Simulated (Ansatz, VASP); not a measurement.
# LiBe: VASP beside Ansatz, part 2 of 2

Wanted: the spread between two codes on one cell, functional and k mesh. The cell is taken from a series of runs on this material, whose earlier steps may have relaxed, scaled, displaced or heated it; both programs get it as it stands.

VASP 6.6.1 and Ansatz 0.2.0.

So far: The starting structure; Ansatz: relaxation of cell and atoms, PBEsol, pair 1; VASP: relaxation of cell and atoms, PBEsol, pair 1; Differences; Ansatz: relaxation of cell and atoms, PBEsol, pair 2.

## 6. VASP: relaxation of cell and atoms, PBEsol, pair 2

Level of this step: PBEsol; plane waves and PAW (Li_sv, Be) (VASP).

The same cell, functional, mesh and smearing now go to VASP, with its own data sets.

Input file INCAR:

```
SYSTEM = LiBe
PREC = Accurate
ENCUT = 750
EDIFF = 1E-07
NELM = 120
ISMEAR = 1
SIGMA = 0.2
LREAL = .FALSE.
ALGO = Normal
GGA = PS
NBANDS = 11
LORBIT = 11
LWAVE = .FALSE.
LCHARG = .FALSE.
ISIF = 3
IBRION = 2
NSW = 80
EDIFFG = -0.005
LASPH = .TRUE.
GGA_COMPAT = .FALSE.
NELMIN = 4
KPAR = 2
```

Input file POSCAR:

```
LiBe
1.0
    3.9989070000      0.0000000000      0.0000000000
    0.0000000000      2.3008330000      0.0000000000
    0.0000000000      0.0000000000      4.8121900000
Li Be
2 2
Direct
    0.2500000625      0.0000000000      0.1437927430
    0.7499999375      0.0000000000      0.8562072570
    0.7499999375      0.4999997827      0.3885027399
    0.2500000625      0.4999997827      0.6114972601
```

Input file KPOINTS:

```
Automatic mesh
0
Gamma
10 18 10
0 0 0
```

PAW data sets: Li_sv and Be (PBE family, release 64).

Launch:

```
> mpirun -np 2 vasp_std
```

Numbers of over 12 decimals in the logs are rounded to 6 here.

The log of the run:

```text
[banner, memory and clock lines left out]
running    2 mpi-ranks, on    1 nodes
[...]
[... a notice as in an earlier step ...]

 LDA part: xc-table for (Slater+PW92), standard interpolation
 POSCAR, INCAR and KPOINTS ok, starting setup
[...]
entering main loop
       N       E                     dE             d eps       ncg     rms          rms(c)
DAV:   1     0.281947084897E+02    0.28195E+02   -0.55774E+03  7920   0.113E+03
DAV:   2    -0.510757771876E+01   -0.33302E+02   -0.32251E+02  9190   0.203E+02
DAV:   3    -0.107335716483E+02   -0.56260E+01   -0.55701E+01 14970   0.555E+01
DAV:   4    -0.108838776633E+02   -0.15031E+00   -0.15003E+00 10201   0.103E+01
[...]
DAV:  10    -0.108736994215E+02   -0.22739E-05   -0.96416E-06 12038   0.321E-02    0.243E-03
DAV:  11    -0.108736995230E+02   -0.10146E-06   -0.88576E-07 10039   0.101E-02    0.317E-04
DAV:  12    -0.108736995320E+02   -0.90606E-08   -0.33108E-08  7030   0.191E-03
   1 F= -.10873700E+02 E0= -.10873921E+02  d E =-.108737E+02
[... from here on, the cycles between the ionic steps are left out ...]
   2 F= -.10873737E+02 E0= -.10873965E+02  d E =-.373282E-04
   3 F= -.10873765E+02 E0= -.10874007E+02  d E =-.654063E-04
   4 F= -.10873779E+02 E0= -.10874013E+02  d E =-.137288E-04
 trial-energy change:   -0.000014  1 .order   -0.000014   -0.000017   -0.000010
 step:   3.2837(harm=  3.2837)  dis= 0.00145  next Energy=   -10.873786 (dE=-0.208E-04)
 reached required accuracy - stopping structural energy minimisation
```

From OUTCAR (step 6):

```text
  Total       -0.0068609      0.0062612     -0.0020835      0.0000000      0.0000000      0.0000000
  in kB       -0.2485268      0.2268047     -0.0754722      0.0000000      0.0000000      0.0000000
  external PRESSURE =      -0.0323981 kB  Pullay stress =       0.0000000 kB

 POSITION                                       TOTAL-FORCE (eV/Angst)
 -----------------------------------------------------------------------------------
      1.00095      0.00000      0.68989         0.000000      0.000000     -0.003909
      3.00286      0.00000      4.11495        -0.000000      0.000000      0.003909
      3.00286      1.14956      1.86513        -0.000000      0.000000     -0.004097
      1.00095      1.14956      2.93971        -0.000000      0.000000      0.004097
 -----------------------------------------------------------------------------------
    total drift:                                0.000233     -0.000001     -0.000144

  FREE ENERGIE OF THE ION-ELECTRON SYSTEM (eV)
  ---------------------------------------------------
  free  energy   TOTEN  =       -10.8737786672 eV

  energy  without entropy=      -10.8744814447  energy(sigma->0) =      -10.87401293

[... 2 parts as in an earlier step ...]

[... 2 further parts left out ...]
[key lines of the parts left out:]
E-fermi :   3.1198
```

## 7. Side by side

Both answers:

```csv
quantity,Ansatz,VASP,difference
volume (Å³),44.24,44.23,+0.03 %
"edge a after relaxation, in the typed setting (Å)",4.003,4.004,-0.02 %
"edge b after relaxation, in the typed setting (Å)",2.300,2.299,+0.05 %
"edge c after relaxation, in the typed setting (Å)",4.805,4.805,+0.00 %
```

## 8. VASP: relaxation of cell and atoms, PBEsol, pair 3

The relaxed volume is the usual yardstick between codes: in a stiff, nearly cubic crystal its relative difference is about their pressure difference at one cell divided by the bulk modulus. This pair takes another cell of the material, with 8 atoms against 4 for the pair before.

INCAR, as its differences from that of step 6:

```diff
@@ -10,3 +10,3 @@
 GGA = PS
-NBANDS = 11
+NBANDS = 18
 LORBIT = 11
```

Input file POSCAR:

```
LiBe
1.0
    8.0189110000      0.0000000000      0.0000000000
    0.0000000000      2.3197900000      0.0000000000
    0.0000000000      0.0000000000      4.7379190000
Li Be
4 4
Direct
    0.7499999688      0.0000000000      0.2346122844
    0.0000000000      0.0000000000      0.4999998945
    0.2500000312      0.0000000000      0.7653877156
    0.5000000624      0.0000000000      0.4999998945
    0.0000000000      0.5000000000      0.0000000000
    0.2500000312      0.5000000000      0.2304340788
    0.5000000624      0.5000000000      0.0000000000
    0.7499999688      0.5000000000      0.7695659212
```

Input file KPOINTS:

```
Automatic mesh
0
Gamma
6 16 8
0 0 0
```

Launch:

```
> mpirun -np 2 vasp_std
```

The log of the run:

```text
[banner, memory and clock lines left out]
running    2 mpi-ranks, on    1 nodes
[...]
[... a notice as in an earlier step ...]

 LDA part: xc-table for (Slater+PW92), standard interpolation
 POSCAR, INCAR and KPOINTS ok, starting setup
[...]
entering main loop
       N       E                     dE             d eps       ncg     rms          rms(c)
DAV:   1     0.858736671102E+02    0.85874E+02   -0.10333E+04  6480   0.140E+03
DAV:   2    -0.471918879495E+01   -0.90593E+02   -0.86409E+02  7434   0.304E+02
DAV:   3    -0.209107646603E+02   -0.16192E+02   -0.15947E+02 12584   0.708E+01
DAV:   4    -0.215474804480E+02   -0.63672E+00   -0.63298E+00  8110   0.201E+01
[...]
DAV:  11    -0.215601554732E+02    0.24427E-05   -0.10261E-05  8254   0.247E-02    0.177E-03
DAV:  12    -0.215601554639E+02    0.92735E-08   -0.10331E-06  8646   0.938E-03    0.457E-04
DAV:  13    -0.215601554854E+02   -0.21454E-07   -0.69973E-08  5134   0.216E-03
   1 F= -.21560155E+02 E0= -.21560642E+02  d E =-.215602E+02
[... from here on, the cycles between the ionic steps are left out ...]
   2 F= -.21560502E+02 E0= -.21561015E+02  d E =-.346306E-03
   3 F= -.21560739E+02 E0= -.21561314E+02  d E =-.583670E-03
   4 F= -.21560742E+02 E0= -.21561324E+02  d E =-.586055E-03
   5 F= -.21560762E+02 E0= -.21561343E+02  d E =-.204494E-04
   6 F= -.21560779E+02 E0= -.21561356E+02  d E =-.379585E-04
[...]
reached required accuracy - stopping structural energy minimisation
```

From OUTCAR (step 8):

```text
  Total        0.0304547      0.0154818      0.0083889      0.0000000      0.0000000      0.0000000
  in kB        0.5544227      0.2818440      0.1527177      0.0000000      0.0000000      0.0000000
  external PRESSURE =       0.3296615 kB  Pullay stress =       0.0000000 kB

 POSITION                                       TOTAL-FORCE (eV/Angst)
 -----------------------------------------------------------------------------------
      6.01399      0.00000      1.11401         0.000000      0.000000     -0.004492
     -0.00000      0.00000      2.37312        -0.000000      0.000000      0.000000
      2.00466      0.00000      3.63223        -0.000000      0.000000      0.004492
      4.00933      0.00000      2.37312        -0.000000      0.000000      0.000000
     -0.00000      1.15623      4.74624        -0.000000      0.000000      0.000000
      2.00466      1.15623      1.10046        -0.000000      0.000000      0.002450
      4.00933      1.15623      4.74624        -0.000000      0.000000      0.000000
      6.01399      1.15623      3.64577         0.000000     -0.000000     -0.002450
 -----------------------------------------------------------------------------------
    total drift:                               -0.000702     -0.000000      0.000768

  FREE ENERGIE OF THE ION-ELECTRON SYSTEM (eV)
  ---------------------------------------------------
  free  energy   TOTEN  =       -21.5607794989 eV

  energy  without entropy=      -21.5625089741  energy(sigma->0) =      -21.56135599

[... 1 part as in an earlier step ...]

[... 3 further parts left out ...]
[key lines of the parts left out:]
E-fermi :   3.1122
```

## 9. Ansatz: relaxation of cell and atoms, PBEsol, pair 3

The same cell, functional, mesh and smearing now go to Ansatz, which takes its cutoff from its data sets.

The cell is taken from a series of runs on this material, whose earlier steps may have relaxed, scaled, displaced or heated it; both programs get it as it stands.

Input file input.yaml:

```yaml
crystal:
  lattice:
    - [8.0189112437, 0.0, 0.0]
    - [0.0, 2.319789519, 0.0]
    - [0.0, 0.0, 4.7379188336]
  atoms:
    - { symbol: Li, position: [0.75, 0.0, 0.2346122296] }
    - { symbol: Li, position: [0.0, 0.0, 0.5] }
    - { symbol: Li, position: [0.25, 0.0, 0.7653877704] }
    - { symbol: Li, position: [0.5, 0.0, 0.5] }
    - { symbol: Be, position: [0.0, 0.5, 0.0] }
    - { symbol: Be, position: [0.25, 0.5, 0.2304340624] }
    - { symbol: Be, position: [0.5, 0.5, 0.0] }
    - { symbol: Be, position: [0.75, 0.5, 0.7695659376] }
kpoints:
  mp_grid: { grid: [6, 16, 8] }
hamiltonian:
  xc: pbesol
  pseudopotentials: { kind: paw, azcp: { folder: soft_1 }, xc_functional: pbe }
scf:
  occupations: { method: methfessel_paxton, width: 0.2 }
output:
  forces: true
  stress: true
  eigenvalues: true
relax:
  adjacent_minimum: "off"
  f_tol: 0.001
  max_steps: 60
  cell: { stress_tol: 0.01 }
```

Launch:

```
> ansatz run input.yaml --threads 4 --pin off --max-ram 10240MiB --backend cpu --events-out ev --progress --plain --runs-dir out
```

The log of the run:

```text
[...]
Crystal: 8 atoms, lattice volume = 88.136 Å³
Basis set: ecut = 420 eV, 1699 PW (Γ), exchange–correlation on 108×32×64 points (8 copies of the dense FFT grid, shifted against one another)
Bands: 18, of which v1, the nominal top of the filled ones, is band 10 counted from 1 (9 counted from 0)
Symmetry: 8 space group operations
[...]
k-points: 180 of 768
[...]
- [8.020984, 0.0, 0.0]
    - [0.0, 2.313854, 0.0]
    - [0.0, 0.0, 4.747812]
  atoms:
    - { symbol: Li, position: [0.750000, 0, 0.234048] }
    - { symbol: Li, position: [0, 0, 0.5] }
    - { symbol: Li, position: [0.25, 0, 0.765952] }
    - { symbol: Li, position: [0.5, 0, 0.5] }
    - { symbol: Be, position: [0, 0.5, 0] }
    - { symbol: Be, position: [0.25, 0.5, 0.231953] }
    - { symbol: Be, position: [0.5, 0.5, 0] }
    - { symbol: Be, position: [0.750000, 0.5, 0.768047] }
[key lines of the parts left out:]
SCF converged after 4 iterations
Free energy (F): -1171.081649 eV
Fermi energy:    3.844086 eV
P = ⅓ Tr σ = -0.0005 GPa (-0.005 kbar)
```

## 10. Comparison

Compared:

```csv
quantity,Ansatz,VASP,difference
volume (Å³),88.12,88.01,+0.12 %
"edge a after relaxation, in the typed setting (Å)",8.021,8.019,+0.03 %
"edge b after relaxation, in the typed setting (Å)",2.314,2.312,+0.06 %
"edge c after relaxation, in the typed setting (Å)",4.748,4.746,+0.03 %
```

## 11. Results

| Property | Result |
| --- | --- |
| difference in edge b after relaxation, in the typed setting (relaxation of cell and atoms, PBEsol, pair 1) | 0.048 % |
| difference in edge b after relaxation, in the typed setting (relaxation of cell and atoms, PBEsol, pair 2) | 0.052 % |
| difference in volume (relaxation of cell and atoms, PBEsol, pair 3) | 0.12 % |

**Reading.** The difference in volume is 0.12 % (relaxation of cell and atoms, PBEsol, pair 3), within the 1.2 % picked in this series as the mark of a large difference, as far as the stopping tolerances let one tell. 5 further runs of this series are not shown here. How closely two codes agree says nothing of how well the functional describes the real material.

[Lines on the potential files, build, host, timing and source positions are cut from VASP's logs without a mark.]

[Logs are printed without paths, hosts, clocks, repeated set-up lines and the standing remarks that a program may print on its own settings, such as how far it seeks lower states.]

[Hosts, paths, dates, database ids (printed as entryN), source tags and the programs' standing remarks are cut or masked in the printed files.]
